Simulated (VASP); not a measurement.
These are PBE GGA, VASP's PBE PAW potentials (set 64) (plane waves; VASP) values and carry that method's errors.

Input for VASP

POSCAR:
```
Ga35CN35
1
    4.8683178924    -8.4321738171     0.0000000000
    4.8683178924     8.4321738171     0.0000000000
    0.0000000000     0.0000000000    10.5562839808
Ga N C
35 35 1
Direct
  0.2273410000   0.1142020000   0.2530950000
  0.1111110000   0.2222220000   0.0000000000
  0.2219350000   0.1117750000   0.7514000000
  0.1143040000   0.2292750000   0.4991640000
  0.2222220000   0.4444440000   0.2500000000
  0.1111110000   0.5555560000   0.0000000000
  0.2222220000   0.4444440000   0.7500000000
  0.1111110000   0.5555560000   0.5000000000
  0.2222220000   0.7777780000   0.2500000000
  0.1111110000   0.8888890000   0.0000000000
  0.2222220000   0.7777780000   0.7500000000
  0.1111110000   0.8888890000   0.5000000000
  0.5528000000   0.1046470000   0.2540920000
  0.4444440000   0.2222220000   0.0000000000
  0.5566480000   0.1102890000   0.7515420000
  0.5582510000   0.4415480000   0.2482220000
  0.4444440000   0.5555560000   0.0000000000
  0.5603640000   0.4453840000   0.7527290000
  0.4483370000   0.5539200000   0.5005900000
  0.5555560000   0.7777780000   0.2500000000
  0.4444440000   0.8888890000   0.0000000000
  0.5555560000   0.7777780000   0.7500000000
  0.4444440000   0.8888890000   0.5000000000
  0.8888890000   0.1111110000   0.2500000000
  0.7777780000   0.2222220000   0.0000000000
  0.8888890000   0.1111110000   0.7500000000
  0.7779430000   0.2276260000   0.4954370000
  0.8888890000   0.4444440000   0.2500000000
  0.7777780000   0.5555560000   0.0000000000
  0.8888890000   0.4444440000   0.7500000000
  0.7795070000   0.5622960000   0.4975110000
  0.8888890000   0.7777780000   0.2500000000
  0.7777780000   0.8888890000   0.0000000000
  0.8888890000   0.7777780000   0.7500000000
  0.7777780000   0.8888890000   0.5000000000
  0.2230240000   0.1109330000   0.4369140000
  0.1111110000   0.2222220000   0.1885000000
  0.2222220000   0.1111110000   0.9385000000
  0.1111110000   0.2222220000   0.6885000000
  0.2222220000   0.4444440000   0.4385000000
  0.1111110000   0.5555560000   0.1885000000
  0.2222220000   0.4444440000   0.9385000000
  0.1111110000   0.5555560000   0.6885000000
  0.2222220000   0.7777780000   0.4385000000
  0.1111110000   0.8888890000   0.1885000000
  0.2222220000   0.7777780000   0.9385000000
  0.1111110000   0.8888890000   0.6885000000
  0.5511450000   0.1084890000   0.4361070000
  0.4444440000   0.2222220000   0.1885000000
  0.5555560000   0.1111110000   0.9385000000
  0.4391730000   0.2194900000   0.6856530000
  0.4444440000   0.5555560000   0.1885000000
  0.5555560000   0.4444440000   0.9385000000
  0.4444440000   0.5555560000   0.6885000000
  0.5555560000   0.7777780000   0.4385000000
  0.4444440000   0.8888890000   0.1885000000
  0.5555560000   0.7777780000   0.9385000000
  0.4444440000   0.8888890000   0.6885000000
  0.8888890000   0.1111110000   0.4385000000
  0.7777780000   0.2222220000   0.1885000000
  0.8888890000   0.1111110000   0.9385000000
  0.7777780000   0.2222220000   0.6885000000
  0.8888890000   0.4444440000   0.4385000000
  0.7777780000   0.5555560000   0.1885000000
  0.8888890000   0.4444440000   0.9385000000
  0.7777780000   0.5555560000   0.6885000000
  0.8888890000   0.7777780000   0.4385000000
  0.7777780000   0.8888890000   0.1885000000
  0.8888890000   0.7777780000   0.9385000000
  0.7777780000   0.8888890000   0.6885000000
  0.5521950000   0.4450430000   0.4363450000
```

### INCAR
```
SYSTEM=Ga35CN35
PREC=Normal; ENCUT=400; LREAL=Auto
LASPH=.TRUE.; ISYM=0; NELECT=286.0
EDIFF=1E-5; NELM=100; NELMIN=4
ALGO=Fast; LMAXMIX=4
ISMEAR=0; SIGMA=0.05
GGA=PE
ISPIN=2; MAGMOM=71*0.0282; NUPDOWN=2
IBRION=2; NSW=70; ISIF=2
EDIFFG=-0.03
LWAVE=.TRUE.; LCHARG=.FALSE.; LORBIT=10
```

**KPOINTS**
```
Automatic mesh
0
Gamma
1 1 1
0 0 0
```

POTCAR, in this order: Ga N C (PBE.64 set). Program: vasp_gam.

Output of the run:

OSZICAR:
```
...
       N       E                     dE             d eps       ncg     rms          rms(c)
DAV:   1    -0.415547985263E+03   -0.27646E-04   -0.85120E-02   840   0.684E-01    0.540E-02
RMM:   2    -0.415548095806E+03   -0.11054E-03   -0.12745E-03   720   0.738E-02    0.253E-02
RMM:   3    -0.415548110582E+03   -0.14776E-04   -0.18985E-04   705   0.282E-02    0.189E-02
RMM:   4    -0.415548107796E+03    0.27868E-05   -0.33398E-05   490   0.118E-02
   9 F= -.41554811E+03 E0= -.41554810E+03  d E =-.328498E-01  mag=     2.0000
       N       E                     dE             d eps       ncg     rms          rms(c)
DAV:   1    -0.415555157801E+03   -0.70472E-02   -0.55076E+00   720   0.563E+00    0.422E-01
RMM:   2    -0.415561804823E+03   -0.66470E-02   -0.84500E-02   720   0.620E-01    0.199E-01
RMM:   3    -0.415562816142E+03   -0.10113E-02   -0.14207E-02   776   0.236E-01    0.149E-01
RMM:   4    -0.415562474796E+03    0.34135E-03   -0.20205E-03   730   0.975E-02    0.922E-02
RMM:   5    -0.415562390266E+03    0.84530E-04   -0.11982E-03   722   0.673E-02    0.372E-02
RMM:   6    -0.415562407119E+03   -0.16852E-04   -0.28430E-04   795   0.310E-02    0.287E-02
RMM:   7    -0.415562402973E+03    0.41458E-05   -0.51812E-05   570   0.137E-02
  10 F= -.41556240E+03 E0= -.41556240E+03  d E =-.142952E-01  mag=     2.0000
       N       E                     dE             d eps       ncg     rms          rms(c)
DAV:   1    -0.415562470676E+03   -0.63557E-04   -0.91088E-02   848   0.723E-01    0.587E-02
RMM:   2    -0.415562590764E+03   -0.12009E-03   -0.15191E-03   720   0.833E-02    0.303E-02
RMM:   3    -0.415562610555E+03   -0.19791E-04   -0.25459E-04   750   0.318E-02    0.224E-02
RMM:   4    -0.415562603479E+03    0.70754E-05   -0.40687E-05   518   0.136E-02
  11 F= -.41556260E+03 E0= -.41556260E+03  d E =-.144957E-01  mag=     2.0000
       N       E                     dE             d eps       ncg     rms          rms(c)
DAV:   1    -0.415564861283E+03   -0.22507E-02   -0.22605E+00   720   0.365E+00    0.269E-01
RMM:   2    -0.415567886739E+03   -0.30255E-02   -0.37247E-02   720   0.411E-01    0.125E-01
RMM:   3    -0.415568332542E+03   -0.44580E-03   -0.65580E-03   783   0.155E-01    0.937E-02
RMM:   4    -0.415568176158E+03    0.15638E-03   -0.79867E-04   725   0.633E-02    0.549E-02
RMM:   5    -0.415568152208E+03    0.23950E-04   -0.51087E-04   722   0.451E-02    0.238E-02
RMM:   6    -0.415568150922E+03    0.12854E-05   -0.98476E-05   658   0.194E-02
  12 F= -.41556815E+03 E0= -.41556815E+03  d E =-.554744E-02  mag=     2.0000
       N       E                     dE             d eps       ncg     rms          rms(c)
DAV:   1    -0.415568149639E+03    0.25683E-05   -0.52261E-03   816   0.177E-01    0.173E-02
RMM:   2    -0.415568160603E+03   -0.10964E-04   -0.12020E-04   719   0.237E-02    0.108E-02
RMM:   3    -0.415568162108E+03   -0.15044E-05   -0.22590E-05   468   0.948E-03    0.795E-03
RMM:   4    -0.415568161984E+03    0.12373E-06   -0.37810E-06   416   0.397E-03
  13 F= -.41556816E+03 E0= -.41556816E+03  d E =-.555850E-02  mag=     2.0000
       N       E                     dE             d eps       ncg     rms          rms(c)
DAV:   1    -0.415569297657E+03   -0.11355E-02   -0.79692E-01   736   0.213E+00    0.158E-01
RMM:   2    -0.415570277655E+03   -0.98000E-03   -0.12515E-02   720   0.232E-01    0.698E-02
RMM:   3    -0.415570409032E+03   -0.13138E-03   -0.22586E-03   778   0.888E-02    0.531E-02
RMM:   4    -0.415570362374E+03    0.46658E-04   -0.28068E-04   726   0.371E-02    0.358E-02
RMM:   5    -0.415570352639E+03    0.97355E-05   -0.12594E-04   695   0.232E-02    0.145E-02
RMM:   6    -0.415570356092E+03   -0.34527E-05   -0.43542E-05   526   0.118E-02
  14 F= -.41557036E+03 E0= -.41557036E+03  d E =-.219411E-02  mag=     2.0000
       N       E                     dE             d eps       ncg     rms          rms(c)
DAV:   1    -0.415570376657E+03   -0.24019E-04   -0.18909E-02   824   0.328E-01    0.262E-02
RMM:   2    -0.415570403265E+03   -0.26607E-04   -0.32119E-04   720   0.371E-02    0.125E-02
RMM:   3    -0.415570407715E+03   -0.44504E-05   -0.61633E-05   560   0.146E-02    0.103E-02
RMM:   4    -0.415570407260E+03    0.45496E-06   -0.74871E-06   436   0.590E-03
  15 F= -.41557041E+03 E0= -.41557041E+03  d E =-.224528E-02  mag=     2.0000
       N       E                     dE             d eps       ncg     rms          rms(c)
DAV:   1    -0.415570897393E+03   -0.48968E-03   -0.59373E-01   736   0.175E+00    0.139E-01
RMM:   2    -0.415571602531E+03   -0.70514E-03   -0.90355E-03   720   0.194E-01    0.641E-02
RMM:   3    -0.415571715060E+03   -0.11253E-03   -0.17110E-03   789   0.744E-02    0.490E-02
RMM:   4    -0.415571679490E+03    0.35570E-04   -0.20505E-04   733   0.308E-02    0.339E-02
RMM:   5    -0.415571667382E+03    0.12109E-04   -0.93972E-05   659   0.191E-02    0.147E-02
RMM:   6    -0.415571668869E+03   -0.14870E-05   -0.33795E-05   508   0.105E-02
  16 F= -.41557167E+03 E0= -.41557167E+03  d E =-.126161E-02  mag=     2.0000
       N       E                     dE             d eps       ncg     rms          rms(c)
DAV:   1    -0.415571665141E+03    0.22403E-05   -0.47483E-03   840   0.156E-01    0.148E-02
RMM:   2    -0.415571672294E+03   -0.71530E-05   -0.86524E-05   605   0.188E-02    0.733E-03
RMM:   3    -0.415571673562E+03   -0.12674E-05   -0.14866E-05   442   0.743E-03    0.645E-03
RMM:   4    -0.415571673605E+03   -0.43121E-07   -0.26614E-06   352   0.326E-03
  17 F= -.41557167E+03 E0= -.41557167E+03  d E =-.126634E-02  mag=     2.0000
       N       E                     dE             d eps       ncg     rms          rms(c)
DAV:   1    -0.415571858897E+03   -0.18534E-03   -0.59924E-01   736   0.172E+00    0.130E-01
RMM:   2    -0.415572616347E+03   -0.75745E-03   -0.88347E-03   720   0.186E-01    0.599E-02
RMM:   3    -0.415572757167E+03   -0.14082E-03   -0.18264E-03   799   0.717E-02    0.468E-02
RMM:   4    -0.415572729771E+03    0.27396E-04   -0.16862E-04   722   0.282E-02    0.301E-02
RMM:   5    -0.415572719459E+03    0.10312E-04   -0.10802E-04   654   0.192E-02    0.125E-02
RMM:   6    -0.415572720164E+03   -0.70516E-06   -0.18925E-05   455   0.858E-03
  18 F= -.41557272E+03 E0= -.41557272E+03  d E =-.104656E-02  mag=     2.0000
       N       E                     dE             d eps       ncg     rms          rms(c)
DAV:   1    -0.415572698700E+03    0.20759E-04   -0.29892E-02   768   0.384E-01    0.308E-02
RMM:   2    -0.415572739635E+03   -0.40935E-04   -0.47459E-04   724   0.428E-02    0.141E-02
RMM:   3    -0.415572747230E+03   -0.75952E-05   -0.93954E-05   585   0.166E-02    0.117E-02
RMM:   4    -0.415572746265E+03    0.96453E-06   -0.97445E-06   441   0.669E-03
  19 F= -.41557275E+03 E0= -.41557274E+03  d E =-.107266E-02  mag=     2.0000
       N       E                     dE             d eps       ncg     rms          rms(c)
DAV:   1    -0.415572465841E+03    0.28139E-03   -0.49198E-01   736   0.157E+00    0.123E-01
RMM:   2    -0.415573112687E+03   -0.64685E-03   -0.75294E-03   720   0.172E-01    0.563E-02
RMM:   3    -0.415573214588E+03   -0.10190E-03   -0.14730E-03   790   0.657E-02    0.418E-02
RMM:   4    -0.415573190679E+03    0.23909E-04   -0.14981E-04   722   0.266E-02    0.263E-02
RMM:   5    -0.415573185083E+03    0.55959E-05   -0.91122E-05   649   0.178E-02
  20 F= -.41557319E+03 E0= -.41557318E+03  d E =-.438818E-03  mag=     2.0000
       N       E                     dE             d eps       ncg     rms          rms(c)
DAV:   1    -0.415573201213E+03   -0.10534E-04   -0.25040E-02   752   0.354E-01    0.279E-02
RMM:   2    -0.415573232491E+03   -0.31278E-04   -0.36582E-04   720   0.378E-02    0.131E-02
RMM:   3    -0.415573235821E+03   -0.33309E-05   -0.59406E-05   545   0.139E-02    0.846E-03
RMM:   4    -0.415573234730E+03    0.10913E-05   -0.82481E-06   435   0.587E-03
  21 F= -.41557323E+03 E0= -.41557323E+03  d E =-.488465E-03  mag=     2.0000
```

### OUTCAR
```
------------------------ aborting loop because EDIFF is reached ----------------------------------------
  FORCE on cell =-STRESS in cart. coord.  units (eV):
  Direction    XX          YY          ZZ          XY          YZ          ZX
  --------------------------------------------------------------------------------------
  Total        9.3791353     10.5244992      4.7647174     -0.7316790      0.6087689      1.0815558
  in kB       17.3385927     19.4559519      8.8082208     -1.3526070      1.1253911      1.9994013
  external PRESSURE =      15.2009218 kB  Pullay stress =       0.0000000 kB
  volume of cell :      866.68
      direct lattice vectors                 reciprocal lattice vectors
     4.868317892 -8.432173817  0.000000000     0.102704879 -0.059296690  0.000000000
     4.868317892  8.432173817  0.000000000     0.102704879  0.059296690  0.000000000
     0.000000000  0.000000000 10.556283981     0.000000000  0.000000000  0.094730305
  FREE ENERGIE OF THE ION-ELECTRON SYSTEM (eV)
  ---------------------------------------------------
  free  energy   TOTEN  =      -415.5732347301 eV

  energy  without entropy=     -415.5732314407  energy(sigma->0) =     -415.57323309

 total charge

# of ion       s       p       d       tot
------------------------------------------
    1        0.994   1.367   0.366   2.728
    2        0.997   1.376   0.369   2.741
    3        0.996   1.385   0.380   2.761
    4        1.000   1.387   0.373   2.760
    5        0.993   1.359   0.362   2.714
    6        0.995   1.361   0.363   2.719
    7        0.996   1.375   0.369   2.739
    8        1.000   1.384   0.374   2.758
    9        0.994   1.364   0.364   2.721
   10        0.997   1.375   0.369   2.741
   11        0.994   1.364   0.364   2.722
   12        1.001   1.387   0.373   2.761
   13        0.994   1.367   0.366   2.727
   14        0.984   1.338   0.358   2.681
   15        0.996   1.385   0.380   2.762
   16        1.027   1.389   0.338   2.755
   17        0.997   1.380   0.371   2.748
   18        0.993   1.377   0.378   2.748
   19        1.033   1.407   0.346   2.786
   20        0.991   1.346   0.356   2.693
   21        0.997   1.375   0.369   2.741
   22        0.995   1.370   0.368   2.732
   23        1.001   1.387   0.373   2.761
   24        0.992   1.349   0.357   2.697
   25        0.997   1.376   0.369   2.742
   26        0.994   1.362   0.364   2.720
   27        1.000   1.386   0.372   2.759
   28        0.993   1.359   0.362   2.714
   29        0.997   1.380   0.371   2.748
   30        0.996   1.375   0.369   2.740
   31        1.033   1.406   0.346   2.785
   32        0.991   1.346   0.356   2.693
   33        0.993   1.356   0.360   2.709
   34        0.994   1.370   0.367   2.732
   35        0.990   1.343   0.354   2.687
   36        1.252   2.388   0.000   3.640
   37        1.231   2.457   0.000   3.688
   38        1.236   2.458   0.000   3.694
   39        1.229   2.459   0.000   3.688
   40        1.230   2.464   0.000   3.694
   41        1.231   2.458   0.000   3.689
   42        1.230   2.461   0.000   3.691
   43        1.230   2.459   0.000   3.689
   44        1.230   2.460   0.000   3.690
   45        1.232   2.458   0.000   3.689
   46        1.230   2.457   0.000   3.687
   47        1.230   2.460   0.000   3.690
   48        1.252   2.388   0.000   3.639
   49        1.233   2.449   0.000   3.682
   50        1.236   2.458   0.000   3.694
   51        1.231   2.461   0.000   3.692
   52        1.233   2.457   0.000   3.690
   53        1.236   2.458   0.000   3.693
   54        1.230   2.463   0.000   3.693
   55        1.241   2.435   0.000   3.675
   56        1.232   2.458   0.000   3.689
   57        1.231   2.461   0.000   3.691
   58        1.230   2.460   0.000   3.690
   59        1.241   2.434   0.000   3.676
   60        1.231   2.457   0.000   3.689
   61        1.230   2.459   0.000   3.690
   62        1.229   2.459   0.000   3.688
   63        1.230   2.464   0.000   3.694
   64        1.233   2.456   0.000   3.689
   65        1.230   2.461   0.000   3.691
   66        1.231   2.463   0.000   3.693
   67        1.241   2.435   0.000   3.676
   68        1.230   2.452   0.000   3.682
   69        1.231   2.461   0.000   3.691
   70        1.230   2.458   0.000   3.688
   71        0.862   1.489   0.000   2.351
--------------------------------------------------
tot         78.961 135.343  12.775 227.079

 magnetization (x)

# of ion       s       p       d       tot
------------------------------------------
    1       -0.003  -0.006   0.007  -0.002
    2        0.000  -0.000   0.000  -0.000
    3       -0.000   0.001   0.000   0.001
    4       -0.004  -0.005   0.009  -0.000
    5       -0.000   0.000   0.000   0.001
    6       -0.000  -0.000   0.000  -0.000
    7       -0.000  -0.000   0.000  -0.000
    8       -0.001  -0.000   0.001   0.000
    9       -0.000  -0.000   0.000   0.000
   10       -0.000  -0.000   0.000  -0.000
...
```
(Selected blocks of OUTCAR.)

CONTCAR:
```
Ga35CN35
   1.00000000000000
     4.8683178924000003   -8.4321738171000007    0.0000000000000000
     4.8683178924000003    8.4321738171000007    0.0000000000000000
     0.0000000000000000    0.0000000000000000   10.5562839808000000
  Ga              N               C
    35    35     1
Direct
     0.2235109154206888    0.1115253618536449    0.2490703500255263
     0.1108244599485688    0.2220488003857994    0.0002289000165436
     0.2271534445839334    0.1144365330732343    0.7480951701280595
     0.1144592809837965    0.2237387297859809    0.5000846675928124
     0.2233237798280781    0.4448372208366373    0.2507704665656559
     0.1113002645601698    0.5557713442565481    0.0009915176566666
     0.2222317921135201    0.4447273803540762    0.7505328157575755
     0.1117459403228265    0.5568807130402167    0.5003910810025385
     0.2225100213278380    0.7783117949840200    0.2505212370883355
     0.1109454402829331    0.8890624532300627    0.0004533001112150
     0.2231909286685987    0.7796483168104239    0.7496088176698801
     0.1139600411181807    0.8923307530938026    0.5001332969612993
     0.5548911471097131    0.1114733906570195    0.2488178725707160
     0.4443540030357075    0.2220444797844589    0.9920307788486217
     0.5539338019014119    0.1143459912768032    0.7481065552385092
     0.5534308863385945    0.4398058759400706    0.2490403401037410
     0.4447575355622001    0.5560715892438989    0.9994290545788265
     0.5545158736389474    0.4421214326547276    0.7476309461706657
     0.4424470085789355    0.5506663289218831    0.5024462855286684
     0.5541370351149338    0.7755249845563590    0.2519401172976517
     0.4450362229054658    0.8891032948372599    0.0003209961318194
     0.5554028877816506    0.7788801659552752    0.7499026440225308
     0.4451569986455230    0.8923489510485115    0.5000460261549482
     0.8893069508419519    0.1117595087566308    0.2519826903000841
     0.7779962176244067    0.2220211904103793    0.0001570380725822
     0.8891032323020770    0.1115935574674254    0.7492458108382943
     0.7758361466866676    0.2237305112604948    0.5001384835589282
     0.8884752284043343    0.4448029315957559    0.2507820522569832
     0.7780910258257191    0.5560765346889203    0.9994231677619556
     0.8891933114594245    0.4447805474128592    0.7505678462787531
     0.7750323446570312    0.5507908206115663    0.5024638752623086
     0.8881956582676994    0.7757065604457858    0.2520041075394570
     0.7779938457791729    0.8891384777153537    0.0012351958308019
     0.8903345632272404    0.7790542871777456    0.7499947430000059
     0.7772359316488870    0.8878253108231201    0.4991447172551339
     0.2020976059398178    0.1019004301387632    0.4309020783971785
     0.1106385515152813    0.2233390440719239    0.1876561776514805
     0.2181520552371816    0.1092095973710015    0.9391408312926314
     0.1108789230822960    0.2231244247651936    0.6885547949270230
     0.2198261412475083    0.4451702910001610    0.4389456321297956
     0.1113255720037725    0.5557235623808341    0.1891055426571904
     0.2214402347439035    0.4444527515546463    0.9384861634769919
     0.1117063749808377    0.5567469195630954    0.6889798160815297
     0.2227043518763446    0.7786560393637639    0.4388542943917025
     0.1100082708070799    0.8868840533130364    0.1877561185383562
     0.2222921708741093    0.7777343253370353    0.9381396032160811
     0.1117770228993004    0.8898798458287106    0.6885580187997046
     0.5664514364034605    0.1018553223669768    0.4307171955498827
     0.4428392231431081    0.2188453284235792    0.1813016732465526
     0.5578195631582494    0.1092930336066945    0.9391622233802729
     0.4453049273881626    0.2238433986179503    0.7076091450051281
     0.4430068444762525    0.5557648950446230    0.1856026064420626
     0.5575849817074274    0.4483238291071162    0.9391979765586153
     0.4433654701599158    0.5574755411307851    0.6915297793780651
     0.5538519520343806    0.7764916001276388    0.4400656020974214
     0.4435881018242414    0.8867349724550485    0.1876259753229112
     0.5565383599341464    0.7788464232809001    0.9383204227036989
     0.4448465630732146    0.8897772914386631    0.6884888780644776
     0.8891791903633629    0.1117067476093111    0.4399065786120501
     0.7796308875978764    0.2233537247578848    0.1875716000154954
     0.8887541321451904    0.1107296327885168    0.9380578188280521
     0.7788026349359658    0.2230985657809576    0.6885998070975419
     0.8920088776078294    0.4451402813691925    0.4389662133489146
     0.7798029463906537    0.5558834926090629    0.1856545435097333
     0.8898629608524341    0.4444640442017206    0.9384402997237210
     0.7809548935841936    0.5576424541173937    0.6915675692825974
     0.8895241947247867    0.7766568785913307    0.4400904650412293
     0.7776664428242474    0.8886340540390071    0.1899496776078910
     0.8891840312444176    0.7788120559699950    0.9384249896032103
     0.7779291497981777    0.8891881939845837    0.6882457972805627
     0.5616067929240328    0.4565498289461384    0.4328921255620933
```

At this cut-off the stress carries a Pulay error, which pulls relaxed volumes low. The cell is charged, with a uniform compensating background. The supercell is sampled at Γ alone, which is coarse: total energies, pressure and levels can be off, energies of defects by several tenths of an eV.

The cell is a supercell with a defect, built from GaN (wurtzite): C_N-vac_Ga, charge -2.
